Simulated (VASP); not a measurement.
Data:

```
MgTe
1.0
    0.00000     3.31886     3.31886
    3.31886     0.00000     3.31886
    3.31886     3.31886     0.00000
Mg Te
1 1
Cartesian
  0.00000   0.00000   0.00000
  1.65943   1.65943   1.65943
```

The numbers are results of PBE GGA, VASP's PBE PAW potentials (set 64) (plane waves; VASP), not measurements. Run with 480 eV cut-off, 6×6×6 Γ-centred mesh, Gaussian smearing of 0.050 eV, potentials Mg Te.

Unless said otherwise, spin-orbit coupling is left out, though it shifts the bands of the heavy elements here.

Task: What does the run give for the energy per atom (σ→0), pressure, band gap (on the k-mesh) with the smallest direct gap where there is one?

Result: 
* **band gap (on the k-mesh)**: 2.07 eV
* **smallest direct gap (on the k-mesh)**: 2.07 eV
* **energy per atom (σ→0)**: -3.189 eV/atom
* **pressure**: -1.78 GPa

Only differences to runs with the same potentials and settings are physical.

The compound is MgTe in the zinc blende structure, whereas wurtzite is the usual form. This cell was strained or had an atom moved on purpose.
